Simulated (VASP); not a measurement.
Data:

```yaml
crystal:
  lattice:
    - [0.00000, 2.88055, 2.88055]
    - [2.88055, 0.00000, 2.88055]
    - [2.88055, 2.88055, 0.00000]
  atoms:
    - { symbol: Ga, position: [0.00000, 0.00000, 0.00000] }
    - { symbol: As, position: [0.25000, 0.25000, 0.25000] }
```

Calculation: PBE GGA, VASP's PBE PAW potentials (set 64) (plane waves; VASP). Numerical set-up: 480 eV cut-off, 7×7×7 Γ-centred mesh, Gaussian smearing of 0.050 eV, potentials Ga As.

Task: Predict the energy per atom (σ→0), band gap (on the k-mesh) with the smallest direct gap where there is one.

Result: 
| Property | Result |
|---|---|
| band gap (on the k-mesh) | 0.16 eV |
| smallest direct gap (on the k-mesh) | 0.16 eV |
| energy per atom (σ→0) | -4.139 eV/atom |

Total energies compare only between runs with the same potentials, cut-off and functional.

The compound is GaAs in the zinc blende structure. It was relaxed first, which changed the volume by +6 %. The start is the result of an earlier pass.
